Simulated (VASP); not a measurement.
An input for Quantum ESPRESSO's pw.x (written as the equivalent of a VASP run, and not itself run):

```
&CONTROL
  calculation = 'scf'
  pseudo_dir = './pseudo'
  outdir = './out'
  tprnfor = .true.
  tstress = .true.
/
&SYSTEM
  ibrav = 0
  nat = 3
  ntyp = 2
  ecutwfc = 82
  occupations = 'smearing'
  smearing = 'gaussian'
  degauss = 0.003675
  input_dft = 'pbe'
/
&ELECTRONS
  conv_thr = 7.3e-08
  electron_maxstep = 100
/
ATOMIC_SPECIES
  Zr 91.224 Zr.upf
  Ag 107.868 Ag.upf
CELL_PARAMETERS angstrom
    -1.7800178    1.7800178    4.5355637
     1.7800178   -1.7800178    4.5355637
     1.7800178    1.7800178   -4.5355637
ATOMIC_POSITIONS crystal
  Zr   0.0000000  0.0000000  0.0000000
  Ag   0.6719729  0.6719729  0.0000000
  Ag   0.3280271  0.3280271  0.0000000
K_POINTS automatic
  8 8 8 0 0 0
```

Write the VASP files for the same calculation (PBE).

Several could match; the one computed here: 
**INCAR**
```
ALGO  =  Normal
EDIFF  =  1E-6
ENCUT  =  400
GGA  =  PE
ISMEAR  =  0
LASPH  =  .TRUE.
LCHARG  =  .TRUE.
LMAXMIX  =  4
LREAL  =  .FALSE.
LWAVE  =  .FALSE.
NELM  =  100
PREC  =  Accurate
SIGMA  =  0.05
SYSTEM  =  ZrAg2
```

KPOINTS:
```
Automatic
0
Gamma
8 8 8
```

### POSCAR
```
ZrAg2
1
   -1.7800177876     1.7800177876     4.5355636920
    1.7800177876    -1.7800177876     4.5355636920
    1.7800177876     1.7800177876    -4.5355636920
Zr Ag
1 2
Direct
  0.0000000000   0.0000000000   0.0000000000
  0.6719729127   0.6719729127   0.0000000000
  0.3280270873   0.3280270873   0.0000000000
```

POTCAR, in this order: Zr_sv Ag (PBE.64 set). Program: vasp_std.

What does not carry over: the potentials are each code's own (VASP's PAW set, PseudoDojo norm-conserving files in pw.x), so ENCUT and ecutwfc are chosen apart and not converted; conv_thr bounds pw.x's estimated SCF error, while EDIFF bounds the energy change between steps.

The structure comes from a computed database's ZrAg2 entry (I4/mmm); how it stands against other phases isn't given here. It was relaxed first.
